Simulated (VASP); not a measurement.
Consider the following.

```yaml
crystal:
  lattice:
    - [0.00000, 3.49000, 3.49000]
    - [3.49000, 0.00000, 3.49000]
    - [3.49000, 3.49000, 0.00000]
  atoms:
    - { symbol: Sr, position: [0.00000, 0.00000, 0.00000] }
    - { symbol: Cl, position: [0.25000, 0.25000, 0.25000] }
    - { symbol: Cl, position: [0.75000, 0.75000, 0.75000] }
```

All values below come from AM05 GGA, VASP's PBE PAW potentials (set 64) (plane waves; VASP). Numerical set-up: 520 eV cut-off, Gaussian smearing of 0.050 eV, potentials Sr_sv Cl.

Question: Give the energies of bands 7 to 15 at the high-symmetry points, in eV from the valence-band maximum.

Answer: 
```csv
band,Γ,X,U,L,W
7,-2.15,-2.77,-2.57,-1.58,-2.49
8,-2.15,-1.89,-1.93,-1.58,-2.24
9,-2.15,-1.89,-1.73,-1.51,-1.22
10,-0.34,-0.41,-0.72,-1.32,-1.22
11,-0.34,-0.41,-0.54,-1.06,-0.32
12,-0.34,0.00,-0.11,-1.06,-0.10
13,5.34,5.50,5.95,6.68,6.24
14,6.05,6.97,7.07,6.68,6.97
15,6.05,7.57,7.29,7.45,7.16
```

The gap is indirect, 5.34 eV, from the valence maximum at X to the conduction minimum at Γ.

Measured: gap 7.50 eV (computed value off by -2.16 eV), as given by Andrés Aguado et al., Journal of the Physical Society of Japan (1999), arXiv:cond-mat/9901145.

The compound is SrCl2 in the fluorite structure. The cell was not relaxed at this level.
